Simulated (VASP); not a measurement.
Energy against volume of CsBr (CsCl type). Computed with r2SCAN meta-GGA, VASP's PBE PAW potentials (set 64) (plane waves; VASP 6.6.1). Run with 520 eV cut-off, 6×6×6 Γ-centred mesh, Gaussian smearing of 0.050 eV, potentials Cs_sv Br.

| V (Å³/atom) | E (eV/atom) |
|---|---|
| 39.286 | -21.16071 |
| 40.501 | -21.16276 |
| 41.716 | -21.16127 |
| 42.932 | -21.15681 |

### Question
Fit these four points and predict the energy of the run at 38.071 Å³/atom.

### Answer
A cubic in V^(−2/3), the third-order Birch-Murnaghan form, passes through the four points with V0 = 40.56 Å³/atom and B0 = 15 GPa, and gives -21.1544 eV/atom there. The run gave -21.1544 eV/atom, +0.0 meV/atom from the fit; all five points give B0 = 15 GPa.

The compound is CsBr in the CsCl type structure. It was relaxed first.
